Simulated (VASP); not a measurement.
```xyz
2
Lattice="0.0000 2.6850 2.6850 2.6850 0.0000 2.6850 2.6850 2.6850 0.0000" Properties=species:S:1:pos:R:3 pbc="T T T"
K      0.0000     0.0000     0.0000
Cl     2.6850     2.6850     2.6850
```

These are PBE GGA, VASP's PBE PAW potentials (set 64) (plane waves; VASP) values and carry that method's errors. Numerical set-up: 500 eV cut-off, 9×9×9 Γ-centred mesh, Gaussian smearing of 0.050 eV, potentials K_sv Cl.

### Question
Estimate the energy per atom (σ→0), pressure.

### Answer

* **energy per atom (σ→0)**: -2.656 eV/atom
* **pressure**: 29.93 GPa

Only differences to runs with the same potentials and settings are physical.

The compound is KCl in the rock salt structure. It was relaxed first under an external pressure of 30 GPa.
